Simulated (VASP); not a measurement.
An input for Ansatz (written as the equivalent of a VASP run, and not itself run):

Ansatz 0.2 input:
```yaml
crystal:
  lattice:
    - [1.4940016, -2.5876929, 0.0000000]
    - [1.4940016, 2.5876929, 0.0000000]
    - [0.0000000, 0.0000000, 11.2279456]
  atoms:
    - { symbol: Mo, position: [0.3333330, 0.6666670, 0.2500000] }
    - { symbol: Mo, position: [0.6666670, 0.3333330, 0.7500000] }
    - { symbol: Se, position: [0.3333330, 0.6666670, 0.9008895] }
    - { symbol: Se, position: [0.6666670, 0.3333330, 0.4008895] }
    - { symbol: Se, position: [0.6666670, 0.3333330, 0.0991105] }
    - { symbol: Se, position: [0.3333330, 0.6666670, 0.5991105] }
kpoints:
  mp_grid: { grid: [12, 12, 3] }
hamiltonian:
  xc: pbesol
  pseudopotentials: { kind: paw }
scf:
  occupations: { method: methfessel_paxton, width: 0.1 }
  max_iter: 100
relax:
  max_steps: 40
  f_tol: 0.02
  cell: { p_target: 45 }
output: { forces: true, stress: true, eigenvalues: true }
```

**Question.** Write the VASP files for the same calculation (PBEsol).

**Answer.** One answer among several that fit: 
**POSCAR**
```
MoSe2
1
    1.4940015975    -2.5876929370    -0.0000000000
    1.4940015975     2.5876929370    -0.0000000000
    0.0000000000     0.0000000000    11.2279455617
Mo Se
2 4
Direct
  0.3333330000   0.6666670000   0.2500000000
  0.6666670000   0.3333330000   0.7500000000
  0.3333330000   0.6666670000   0.9008895018
  0.6666670000   0.3333330000   0.4008895018
  0.6666670000   0.3333330000   0.0991104982
  0.3333330000   0.6666670000   0.5991104982
```

KPOINTS:
```
Automatic mesh
0
Gamma
12 12 3
0 0 0
```

INCAR:
```
# general
SYSTEM  = MoSe2
PREC    = Accurate
ENCUT   = 500   # plane-wave cut-off (eV)
LREAL   = .FALSE.   # projection in real space or not
LASPH   = .TRUE.

# electronic loop
EDIFF   = 1E-6   # SCF stop (eV)
NELM    = 100   # most electronic steps
ALGO    = Normal
LMAXMIX = 4   # l cut-off of mixed one-centre charges

# smearing
ISMEAR  = 1   # Methfessel-Paxton
SIGMA   = 0.1   # width (eV)

# functional
GGA     = PS   # PBEsol

# ions
IBRION  = 2
NSW     = 40   # most ionic steps
ISIF    = 3   # ions, shape and volume
EDIFFG  = -0.02
PSTRESS = 450   # kbar

# output
LWAVE   = .FALSE.
LCHARG  = .FALSE.
```

POTCAR, in this order: Mo_sv Se (PBE.64 set). Program: vasp_std.

What does not carry over: each code has its own PAW files, so the cut-off isn't converted (ENCUT is set for VASP's; basis.ecutwfc is left out, and Ansatz then takes the one that its files recommend); Ansatz stops its SCF on the density residual and VASP on the energy change (EDIFF).

The compound is MoSe2 in the 2H layered structure. This run relaxes it under an external pressure of 45 GPa. Symmetry was kept, so distortions that lower it aren't found.
